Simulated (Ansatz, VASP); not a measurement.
**Cross-check of Y4Hf23O52 (amorphous 92HfO2-8Y2O3 (mol %)) between VASP and Ansatz**

Wanted: the spread between two codes on one cell, functional and k mesh. The structure shown is the start of the Ansatz relaxation below; VASP solves that cell, so the two are compared at the walk's first step.

Main program and level: Ansatz 0.2.0; plane waves, with VASP 6.6.1 beside it; single point at PBE.

**1. The starting structure**

The cell holds 79 atoms: 23 Hf, 4 Y and 52 O. Its edges and angles: a = 10.350 Å, b = 10.350 Å, c = 10.350 Å, α = 90.0°, β = 90.0°, γ = 90.0°. As first built, before any earlier steps moved the atoms (in the runner's words): 79 atoms (23 Zr, 4 Er, 52 O) placed at random at 5.39 g/cm^3, melted at 5000 K for 10 ps at fixed volume with the Morse and Coulomb pair potential with partial charges (Pedone, Malavasi, Menziani, Cormack and Segre, J. Phys. Chem. B 110, 11780 (2006)). Quenched from 5000 K to 300 K at 50 K/ps and fixed volume, held 5 ps, then minimised at fixed cell. Then Zr was replaced by Hf, Er was replaced by Y (the potential has no terms for the new elements, so the cell is a start for a DFT relaxation).

Structure file:

```cif
data_structure
_symmetry_space_group_name_H-M 'P 1'
_symmetry_Int_Tables_number 1
_cell_length_a 10.3502
_cell_length_b 10.3502
_cell_length_c 10.3502
_cell_angle_alpha 90.000
_cell_angle_beta 90.000
_cell_angle_gamma 90.000
_cell_volume 1108.78
loop_
_atom_site_label
_atom_site_type_symbol
_atom_site_fract_x
_atom_site_fract_y
_atom_site_fract_z
_atom_site_occupancy
Hf1 Hf 0.67670 0.39265 0.62750 1
Hf2 Hf 0.43207 0.83150 0.62897 1
Hf3 Hf 0.13032 0.07950 0.57234 1
Hf4 Hf 0.36338 0.50333 0.43394 1
Hf5 Hf 0.49473 0.87026 0.99775 1
Hf6 Hf 0.26878 0.15917 0.95722 1
Hf7 Hf 0.70172 0.37815 0.30623 1
Hf8 Hf 0.98398 0.35286 0.13498 1
Hf9 Hf 0.03598 0.59818 0.84160 1
Hf10 Hf 0.97595 0.99488 0.30661 1
Hf11 Hf 0.28618 0.17117 0.24516 1
Hf12 Hf 0.95198 0.86828 0.79910 1
Hf13 Hf 0.00492 0.44106 0.50779 1
Hf14 Hf 0.64545 0.64884 0.81808 1
Hf15 Hf 0.78738 0.09504 0.06262 1
Hf16 Hf 0.28743 0.37385 0.71673 1
Hf17 Hf 0.13125 0.76994 0.49848 1
Hf18 Hf 0.68359 0.03035 0.74912 1
Hf19 Hf 0.55795 0.30798 0.98411 1
Hf20 Hf 0.45346 0.18876 0.50766 1
Hf21 Hf 0.50428 0.63892 0.18295 1
Hf22 Hf 0.59035 0.92488 0.30764 1
Hf23 Hf 0.95573 0.24199 0.77365 1
Y24 Y 0.83145 0.70330 0.10760 1
Y25 Y 0.20070 0.82902 0.10719 1
Y26 Y 0.77679 0.75207 0.49140 1
Y27 Y 0.26928 0.50280 0.04679 1
O28 O 0.84648 0.68651 0.86790 1
O29 O 0.70524 0.59520 0.63333 1
O30 O 0.28706 0.19605 0.61443 1
O31 O 0.44458 0.83490 0.19936 1
O32 O 0.25468 0.91884 0.58627 1
O33 O 0.41647 0.19662 0.09378 1
O34 O 0.48890 0.46993 0.07467 1
O35 O 0.20224 0.46219 0.55566 1
O36 O 0.14667 0.10099 0.37079 1
O37 O 0.52127 0.04459 0.63067 1
O38 O 0.04715 0.39779 0.31821 1
O39 O 0.19951 0.04269 0.11219 1
O40 O 0.56692 0.82901 0.48352 1
O41 O 0.35496 0.30907 0.37245 1
O42 O 0.01821 0.24725 0.57873 1
O43 O 0.06147 0.73499 0.69222 1
O44 O 0.90552 0.25170 0.96931 1
O45 O 0.06836 0.77954 0.94268 1
O46 O 0.67767 0.73226 0.26509 1
O47 O 0.63185 0.97214 0.11270 1
O48 O 0.03363 0.04663 0.74763 1
O49 O 0.14955 0.25967 0.82883 1
O50 O 0.46360 0.38840 0.59993 1
O51 O 0.10896 0.82916 0.29991 1
O52 O 0.90061 0.91526 0.13509 1
O53 O 0.63323 0.14047 0.91074 1
O54 O 0.76607 0.21786 0.69921 1
O55 O 0.80915 0.41980 0.47187 1
O56 O 0.04002 0.51756 0.02755 1
O57 O 0.00907 0.93436 0.50033 1
O58 O 0.44240 0.06567 0.34924 1
O59 O 0.31978 0.69175 0.50013 1
O60 O 0.58137 0.86178 0.81417 1
O61 O 0.82912 0.99526 0.89128 1
O62 O 0.96220 0.44679 0.72466 1
O63 O 0.61946 0.70180 0.01513 1
O64 O 0.39530 0.29481 0.86486 1
O65 O 0.64327 0.43775 0.83329 1
O66 O 0.91899 0.16728 0.20880 1
O67 O 0.79738 0.88180 0.66793 1
O68 O 0.68086 0.26100 0.14312 1
O69 O 0.77892 0.96679 0.36342 1
O70 O 0.35932 0.71012 0.01936 1
O71 O 0.46556 0.66356 0.73111 1
O72 O 0.81973 0.48050 0.17850 1
O73 O 0.31826 0.57582 0.24935 1
O74 O 0.35442 0.98340 0.91380 1
O75 O 0.54995 0.50937 0.34126 1
O76 O 0.62690 0.26458 0.45597 1
O77 O 0.21846 0.51715 0.83580 1
O78 O 0.18495 0.29654 0.10117 1
O79 O 0.97758 0.64092 0.46769 1
```

**2. Ansatz: relaxation, PBE**

Ansatz runs on its default PAW (the set named soft_2) files.

The two programs are compared at the cell with which this relaxation starts, whose forces are those of its first step.

The input, input.yaml:

```yaml
crystal:
  lattice:
    - [10.3502, 0.0, 0.0]
    - [0.0, 10.3502, 0.0]
    - [0.0, 0.0, 10.3502]
  atoms:
    - { symbol: Hf, position: [0.6767, 0.39265, 0.6275] }
    - { symbol: Hf, position: [0.43207, 0.8315, 0.62897] }
    - { symbol: Hf, position: [0.13032, 0.0795, 0.57234] }
    - { symbol: Hf, position: [0.36338, 0.50333, 0.43394] }
    - { symbol: Hf, position: [0.49473, 0.87026, 0.99775] }
    - { symbol: Hf, position: [0.26878, 0.15917, 0.95722] }
    - { symbol: Hf, position: [0.70172, 0.37815, 0.30623] }
    - { symbol: Hf, position: [0.98398, 0.35286, 0.13498] }
    - { symbol: Hf, position: [0.03598, 0.59818, 0.8416] }
    - { symbol: Hf, position: [0.97595, 0.99488, 0.30661] }
    - { symbol: Hf, position: [0.28618, 0.17117, 0.24516] }
    - { symbol: Hf, position: [0.95198, 0.86828, 0.7991] }
    - { symbol: Hf, position: [0.00492, 0.44106, 0.50779] }
    - { symbol: Hf, position: [0.64545, 0.64884, 0.81808] }
    - { symbol: Hf, position: [0.78738, 0.09504, 0.06262] }
    - { symbol: Hf, position: [0.28743, 0.37385, 0.71673] }
    - { symbol: Hf, position: [0.13125, 0.76994, 0.49848] }
    - { symbol: Hf, position: [0.68359, 0.03035, 0.74912] }
    - { symbol: Hf, position: [0.55795, 0.30798, 0.98411] }
    - { symbol: Hf, position: [0.45346, 0.18876, 0.50766] }
    - { symbol: Hf, position: [0.50428, 0.63892, 0.18295] }
    - { symbol: Hf, position: [0.59035, 0.92488, 0.30764] }
    - { symbol: Hf, position: [0.95573, 0.24199, 0.77365] }
    - { symbol: "Y", position: [0.83145, 0.7033, 0.1076] }
    - { symbol: "Y", position: [0.2007, 0.82902, 0.10719] }
    - { symbol: "Y", position: [0.77679, 0.75207, 0.4914] }
    - { symbol: "Y", position: [0.26928, 0.5028, 0.04679] }
    - { symbol: O, position: [0.84648, 0.68651, 0.8679] }
    - { symbol: O, position: [0.70524, 0.5952, 0.63333] }
    - { symbol: O, position: [0.28706, 0.19605, 0.61443] }
    - { symbol: O, position: [0.44458, 0.8349, 0.19936] }
    - { symbol: O, position: [0.25468, 0.91884, 0.58627] }
    - { symbol: O, position: [0.41647, 0.19662, 0.09378] }
    - { symbol: O, position: [0.4889, 0.46993, 0.07467] }
    - { symbol: O, position: [0.20224, 0.46219, 0.55566] }
    - { symbol: O, position: [0.14667, 0.10099, 0.37079] }
    - { symbol: O, position: [0.52127, 0.04459, 0.63067] }
    - { symbol: O, position: [0.04715, 0.39779, 0.31821] }
    - { symbol: O, position: [0.19951, 0.04269, 0.11219] }
    - { symbol: O, position: [0.56692, 0.82901, 0.48352] }
    - { symbol: O, position: [0.35496, 0.30907, 0.37245] }
    - { symbol: O, position: [0.01821, 0.24725, 0.57873] }
    - { symbol: O, position: [0.06147, 0.73499, 0.69222] }
    - { symbol: O, position: [0.90552, 0.2517, 0.96931] }
    - { symbol: O, position: [0.06836, 0.77954, 0.94268] }
    - { symbol: O, position: [0.67767, 0.73226, 0.26509] }
    - { symbol: O, position: [0.63185, 0.97214, 0.1127] }
    - { symbol: O, position: [0.03363, 0.04663, 0.74763] }
    - { symbol: O, position: [0.14955, 0.25967, 0.82883] }
    - { symbol: O, position: [0.4636, 0.3884, 0.59993] }
    - { symbol: O, position: [0.10896, 0.82916, 0.29991] }
    - { symbol: O, position: [0.90061, 0.91526, 0.13509] }
    - { symbol: O, position: [0.63323, 0.14047, 0.91074] }
    - { symbol: O, position: [0.76607, 0.21786, 0.69921] }
    - { symbol: O, position: [0.80915, 0.4198, 0.47187] }
    - { symbol: O, position: [0.04002, 0.51756, 0.02755] }
    - { symbol: O, position: [0.00907, 0.93436, 0.50033] }
    - { symbol: O, position: [0.4424, 0.06567, 0.34924] }
    - { symbol: O, position: [0.31978, 0.69175, 0.50013] }
    - { symbol: O, position: [0.58137, 0.86178, 0.81417] }
    - { symbol: O, position: [0.82912, 0.99526, 0.89128] }
    - { symbol: O, position: [0.9622, 0.44679, 0.72466] }
    - { symbol: O, position: [0.61946, 0.7018, 0.01513] }
    - { symbol: O, position: [0.3953, 0.29481, 0.86486] }
    - { symbol: O, position: [0.64327, 0.43775, 0.83329] }
    - { symbol: O, position: [0.91899, 0.16728, 0.2088] }
    - { symbol: O, position: [0.79738, 0.8818, 0.66793] }
    - { symbol: O, position: [0.68086, 0.261, 0.14312] }
    - { symbol: O, position: [0.77892, 0.96679, 0.36342] }
    - { symbol: O, position: [0.35932, 0.71012, 0.01936] }
    - { symbol: O, position: [0.46556, 0.66356, 0.73111] }
    - { symbol: O, position: [0.81973, 0.4805, 0.1785] }
    - { symbol: O, position: [0.31826, 0.57582, 0.24935] }
    - { symbol: O, position: [0.35442, 0.9834, 0.9138] }
    - { symbol: O, position: [0.54995, 0.50937, 0.34126] }
    - { symbol: O, position: [0.6269, 0.26458, 0.45597] }
    - { symbol: O, position: [0.21846, 0.51715, 0.8358] }
    - { symbol: O, position: [0.18495, 0.29654, 0.10117] }
    - { symbol: O, position: [0.97758, 0.64092, 0.46769] }
kpoints:
  mp_grid: { grid: [1, 1, 1] }
hamiltonian:
  xc: pbe
scf:
  occupations: { method: fermi_dirac, width: 0.025 }
output:
  forces: true
relax:
  f_tol: 0.04
  max_steps: 250
  cell: {}
```

The run is started by

```sh
$ ansatz run input.yaml --threads 4 --pin off --max-ram 8192MiB --backend cpu --events-out ev --progress --plain --runs-dir out
```

Numbers of over 12 decimals in the logs are rounded to 6 here.

Log:

```text
Engine: ansatz 0.2.0, aarch64-unknown-linux-gnu
Pseudopotentials: kind: paw
Pseudopotential: Hf, paw, valence charge 26, recommended cutoff 420 eV (normal), Hf.paw.azcp
Pseudopotential: Y, paw, valence charge 11, recommended cutoff 420 eV (normal), Y.paw.azcp
Pseudopotential: O, paw, valence charge 6, recommended cutoff 420 eV (normal), O.paw.azcp
Functional definition: PBE
  parameter kappa = 0.804
  parameter beta = 0.066725
  exchange = pbe_x(kappa = kappa, mu = beta*pi^2/3)
  correlation = pbe_c(beta = beta)
Crystal: 79 atoms, lattice volume = 1108.782 Å³
Basis set: ecut = 420 eV, 21823 PW (Γ), exchange–correlation on 144×144×144 points (8 copies of the dense FFT grid, shifted against one another)
Bands: 573, of which v1, the nominal top of the filled ones, is band 477 counted from 1 (476 counted from 0)
Symmetry: 1 space group operations
Space group: P1 (ITA 1), of the structure as read, at distance tolerance 1.0e-4 Å
k-points: 1
Non-local potential: Hf, projectors of the file, l = 0: 3, l = 1: 2, l = 2: 2, l = 3: 3
Non-local potential: Y, projectors of the file, l = 0: 3, l = 1: 2, l = 2: 2, l = 3: 1
Non-local potential: O, projectors of the file, l = 0: 2, l = 1: 2, l = 2: 1
PAW form: soft (Blöchl's): semilocal exchange-correlation on the pseudo side does not see the compensation charge
PAW one-centre angular grid: Hf, 590 points (default); XC on 64 Gauss nodes
PAW one-centre angular grid: Y, 590 points (default); XC on 64 Gauss nodes
PAW one-centre angular grid: O, 110 points (default); XC on 64 Gauss nodes
Initial density: superposition of atomic densities (neutral atoms: chi_scale 0, normalization atom), corrected by the library's trained network
Initial wavefunctions: pseudopotential atomic-orbital guess
Functional: x = pbe(κ = 0.804, μ = 0.219515), c = pbe(β = 0.066725)
SCF iter   1: F=—  HF=-406623.671709 eV  |F-HF|=—  |Δ(HF+E_count)|=         —  Δρ=3.56e-3  dr2=1.32e-1  ethr=1.77e-3  ⟨swp⟩=5.0  Hψ=1779  notcnv=0  defer=56
preconditioner: auto → Resta (q_TF=auto, 2.661 Å⁻¹)  ε∞=4.8  [insulator: Δε(μ)=3.644 eV  Ē_g=17.199 eV  σ=0.025 eV  W_gap=1.00  n_scr=364 (ndim 8)  ℏωp=33.5 eV  f_vac=0.132  D(μ)=0.00/eV (n_scr^D=0)  ε∞_Penn≈4.8]
SCF iter   2: F=—  HF=-406623.666150 eV  |F-HF|=—  |Δ(HF+E_count)|=   5.56e-3  Δρ=1.81e-3  dr2=2.87e-2  ethr=1.39e-5  ⟨swp⟩=2.0  Hψ=1035  notcnv=0  defer=89
SCF iter   3: F=—  HF=-406623.668548 eV  |F-HF|=—  |Δ(HF+E_count)|=   2.40e-3  Δρ=8.24e-4  dr2=9.08e-3  ethr=3.01e-6  ⟨swp⟩=2.0  Hψ=808  notcnv=0  defer=89
SCF iter   4: F=—  HF=-406623.669733 eV  |F-HF|=—  |Δ(HF+E_count)|=   1.19e-3  Δρ=2.45e-4  dr2=7.96e-4  ethr=9.52e-7  ⟨swp⟩=2.0  Hψ=866  notcnv=0  defer=89
SCF iter   5: F=—  HF=-406623.669926 eV  |F-HF|=—  |Δ(HF+E_count)|=   1.92e-4  Δρ=1.56e-4  dr2=2.90e-4  ethr=8.34e-8  ⟨swp⟩=2.0  Hψ=959  notcnv=0  defer=89
SCF iter   6: F=—  HF=-406623.669928 eV  |F-HF|=—  |Δ(HF+E_count)|=   1.82e-6  Δρ=4.52e-5  dr2=2.62e-5  ethr=3.03e-8  ⟨swp⟩=2.0  Hψ=958  notcnv=0  defer=89
SCF iter   7: F=—  HF=-406623.671987 eV  |F-HF|=—  |Δ(HF+E_count)|=   2.06e-3  Δρ=3.02e-5  dr2=1.05e-5  ethr=2.75e-9  ⟨swp⟩=2.0  Hψ=1048  notcnv=0  defer=89
SCF iter   8: F=—  HF=-406623.671990 eV  |F-HF|=—  |Δ(HF+E_count)|=   2.68e-6  Δρ=1.02e-5  dr2=1.49e-6  ethr=1.10e-9  ⟨swp⟩=2.0  Hψ=961  notcnv=0  defer=89
SCF iter   9: F=—  HF=-406623.671991 eV  |F-HF|=—  |Δ(HF+E_count)|=   1.31e-6  Δρ=5.39e-6  dr2=3.42e-7  ethr=1.56e-10  ⟨swp⟩=2.0  Hψ=961  notcnv=0  defer=89
SCF iter  10: F=—  HF=-406623.671991 eV  |F-HF|=—  |Δ(HF+E_count)|=   9.71e-8  Δρ=3.26e-6  dr2=1.25e-7  ethr=1.05e-11  ⟨swp⟩=5.0  Hψ=1863  notcnv=0
SCF iter  11: F=-406623.671992 eV  HF=-406623.671991 eV  |F-HF|=5.65e-9  |Δ(HF+E_count)|=   3.00e-8  Δρ=1.42e-6  dr2=2.85e-8  ethr=1.05e-11  ⟨swp⟩=4.0  Hψ=1685  notcnv=0
SCF 1 converged in 11 iterations: F = -406623.671992 eV  dr2 = 2.85e-8
  greatest PAW one-centre occupation: 0.999 electrons in one spin orbital (limit 2), on the Hf atom at site 2 (counted from 0), in its partial waves of l = 0
relax step   1: F+E_penalty+E_count = -406623.67199150 eV  Δ(F+E_penalty+E_count) = +0.000e0 eV  max|allowed force component| = 1.762e0 eV/Å  Δτ_max = 0.0000 Å  P = -6.947 GPa  Ω = 1108.782 Å³  (11 SCF iters, dr2 threshold 1.00e-7 eV, accepted)
Crystal: 79 atoms, lattice volume = 1043.673 Å³
Basis set: ecut = 420 eV, 20427 PW (Γ), exchange–correlation on 144×144×144 points (8 copies of the dense FFT grid, shifted against one another)
Initial density: handed on by an earlier stage of this run
Initial wavefunctions: those handed on with the density
iter 1 solved again at ethr=1.61e-4 eV; its pass at ethr=3.10e-3 eV (dr2=1.53e0 eV) is discarded
SCF iter   1: F=—  HF=-406626.188207 eV  |F-HF|=—  |Δ(HF+E_count)|=         —  Δρ=1.52e-2  dr2=1.56e0  ethr=1.61e-4  ⟨swp⟩=7.0  Hψ=2669  notcnv=0  defer=1
[...]
atom  49  O     -0.00168866    -0.00678904    -0.00507022
  atom  50  O     -0.00066347     0.00080675    -0.00517295
  atom  51  O     -0.00043266     0.00371694     0.00808738
  atom  52  O     -0.00318064     0.00575484    -0.00133266
  atom  53  O      0.00339887     0.00376406     0.00465670
  atom  54  O      0.00545418    -0.00899305     0.00750050
  atom  55  O      0.00302116     0.00027262     0.00570476
  atom  56  O      0.00261938    -0.00022350    -0.00761123
  atom  57  O      0.00013912     0.00164765    -0.01034229
  atom  58  O      0.00317828     0.00078022    -0.00132055
  atom  59  O     -0.00615195     0.00118645     0.00075969
  atom  60  O      0.00379475     0.00292881     0.00952747
  atom  61  O     -0.00683318    -0.00445113    -0.00022134
  atom  62  O      0.00762204     0.00165117    -0.00092973
  atom  63  O      0.00431352    -0.00019458    -0.00027549
  atom  64  O      0.00135119     0.00446859     0.00303694
  atom  65  O     -0.00188229     0.00569878    -0.00106370
  atom  66  O     -0.00299321    -0.00831003     0.00140567
  atom  67  O     -0.00406290     0.00629541     0.00509066
  atom  68  O      0.00363892     0.00674839    -0.00586972
  atom  69  O      0.01214396     0.00544534    -0.00301320
  atom  70  O     -0.01406828    -0.00316171    -0.00662242
  atom  71  O     -0.00825785     0.00465322    -0.01182399
  atom  72  O      0.00712057    -0.00614076    -0.00376438
  atom  73  O      0.00319987     0.00756972    -0.00747361
  atom  74  O     -0.01196649     0.00924212    -0.00494449
  atom  75  O      0.00180092    -0.00036496    -0.00345701
  atom  76  O     -0.00361352    -0.00275313    -0.00335612
  atom  77  O     -0.00730330     0.00313256     0.00083041
  atom  78  O     -0.00478814     0.00678021    -0.00326882
  atom  79  O      0.00175310     0.00092397     0.00144821
  max |Σ_I F_I| component: 1.40e-6 eV/Å
--- Stress (GPa, compression-positive) ---
       -0.009999       0.004063      -0.001855
        0.004063      -0.015575      -0.000633
       -0.001855      -0.000633      -0.019628
  P = ⅓ Tr σ = -0.0151 GPa (-0.151 kbar)
--- Relaxed structure (16 steps of the walk, 15 accepted, 2 SCFs on fresh bases) ---
  F+E_penalty+E_count = -406626.82623258 eV   max|allowed force component| = 2.235e-2 eV/Å   (the final SCF, on the basis selected at the relaxed cell)
  cell:  # Å, volume = 1057.9252 Å³
    - [10.262640, 0.042727, -0.209253]
    - [0.042727, 10.018102, 0.248471]
    - [-0.209253, 0.248471, 10.300538]
  atoms:
    - { symbol: Hf, position: [0.670672, 0.402239, 0.610191] }
    - { symbol: Hf, position: [0.431550, 0.828272, 0.594540] }
    - { symbol: Hf, position: [0.128437, 0.079286, 0.568015] }
    - { symbol: Hf, position: [0.346087, 0.503489, 0.415068] }
    - { symbol: Hf, position: [0.498363, 0.871094, 0.986833] }
    - { symbol: Hf, position: [0.269725, 0.143157, 0.957505] }
    - { symbol: Hf, position: [0.673861, 0.384564, 0.286795] }
    - { symbol: Hf, position: [0.985689, 0.357943, 0.140346] }
    - { symbol: Hf, position: [0.025586, 0.582663, 0.837424] }
    - { symbol: Hf, position: [0.975547, 0.984160, 0.298837] }
    - { symbol: Hf, position: [0.284081, 0.160662, 0.244726] }
    - { symbol: Hf, position: [0.964384, 0.877308, 0.810252] }
    - { symbol: Hf, position: [-0.0071162, 0.433925, 0.492471] }
    - { symbol: Hf, position: [0.650039, 0.644875, 0.819622] }
    - { symbol: Hf, position: [0.796760, 0.093700, 0.058834] }
    - { symbol: Hf, position: [0.278411, 0.375814, 0.715299] }
    - { symbol: Hf, position: [0.125513, 0.760408, 0.501608] }
    - { symbol: Hf, position: [0.683835, 0.038113, 0.748577] }
    - { symbol: Hf, position: [0.561513, 0.305793, 0.988449] }
    - { symbol: Hf, position: [0.451474, 0.187332, 0.507906] }
    - { symbol: Hf, position: [0.508552, 0.643398, 0.189095] }
    - { symbol: Hf, position: [0.595349, 0.931701, 0.297066] }
    - { symbol: Hf, position: [0.951561, 0.230275, 0.784309] }
    - { symbol: Y, position: [0.825005, 0.699986, 0.108925] }
    - { symbol: Y, position: [0.209767, 0.806987, 0.119903] }
    - { symbol: Y, position: [0.791636, 0.769555, 0.505429] }
    - { symbol: Y, position: [0.281301, 0.485728, 0.028426] }
    - { symbol: O, position: [0.845490, 0.687314, 0.881817] }
    - { symbol: O, position: [0.709033, 0.600120, 0.638173] }
    - { symbol: O, position: [0.286183, 0.194276, 0.618293] }
    - { symbol: O, position: [0.439878, 0.840681, 0.195282] }
    - { symbol: O, position: [0.250254, 0.911787, 0.585308] }
    - { symbol: O, position: [0.415144, 0.179777, 0.092061] }
    - { symbol: O, position: [0.523101, 0.448559, 0.124646] }
    - { symbol: O, position: [0.194048, 0.472314, 0.549777] }
    - { symbol: O, position: [0.141953, 0.097284, 0.366496] }
    - { symbol: O, position: [0.519349, 0.031641, 0.629525] }
    - { symbol: O, position: [0.048209, 0.397941, 0.321427] }
    - { symbol: O, position: [0.198159, 0.028718, 0.109496] }
    - { symbol: O, position: [0.576183, 0.825463, 0.472529] }
    - { symbol: O, position: [0.339941, 0.306822, 0.366335] }
    - { symbol: O, position: [0.00737027, 0.241562, 0.580418] }
    - { symbol: O, position: [0.044273, 0.735837, 0.696125] }
    - { symbol: O, position: [0.900988, 0.272035, 0.970301] }
    - { symbol: O, position: [0.073915, 0.783692, 0.953407] }
    - { symbol: O, position: [0.681094, 0.730702, 0.265804] }
    - { symbol: O, position: [0.636545, 0.967823, 0.103543] }
    - { symbol: O, position: [0.063289, 0.039907, 0.752310] }
    - { symbol: O, position: [0.149667, 0.262680, 0.829666] }
    - { symbol: O, position: [0.460005, 0.388722, 0.604944] }
    - { symbol: O, position: [0.104682, 0.815452, 0.302739] }
[...]
- { symbol: O, position: [0.818851, 0.477535, 0.182191] }
    - { symbol: O, position: [0.305411, 0.582090, 0.235772] }
    - { symbol: O, position: [0.358418, 0.983698, 0.899043] }
    - { symbol: O, position: [0.537890, 0.521755, 0.364875] }
    - { symbol: O, position: [0.617177, 0.268370, 0.450520] }
    - { symbol: O, position: [0.215542, 0.530215, 0.821705] }
    - { symbol: O, position: [0.184799, 0.295268, 0.111507] }
    - { symbol: O, position: [0.968844, 0.639996, 0.468771] }
```

[end of part 1 of 2]

[Lines on the potential files, build, host, timing and source positions are cut from VASP's logs without a mark.]

[Logs are printed without paths, hosts, clocks, repeated set-up lines and the standing remarks that a program may print on its own settings, such as how far it seeks lower states.]

[Hosts, paths, dates, database ids (printed as entryN), source tags and the programs' standing remarks are cut or masked in the printed files.]
